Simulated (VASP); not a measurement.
Given:

```
W
1.0
   -1.65481     1.65481     1.65481
    1.65481    -1.65481     1.65481
    1.65481     1.65481    -1.65481
W
1
Direct
  0.00000   0.00000   0.00000
```

Method: vdW-DF2, VASP's PBE PAW potentials (set 64) (plane waves; VASP). Numerical set-up: 520 eV cut-off, 16×16×16 Γ-centred mesh, first-order Methfessel-Paxton smearing of 0.10 eV, potentials W_sv.

Unless said otherwise, spin-orbit coupling is left out, though it shifts the bands of the heavy elements here.

Q: Estimate the energy per atom (σ→0), pressure, band gap (on the k-mesh) with the smallest direct gap where there is one.

A: 
The band gap (on the k-mesh) is none (metal, semimetal or under 0.01 eV). The energy per atom (σ→0) comes out as -810.9 kJ/mol of atoms and the pressure is -14.04 GPa.

Only differences to runs with the same potentials and settings are physical.

The compound is W in the bcc structure. This cell is one point of a volume scan, at 1.06 of the reference volume.
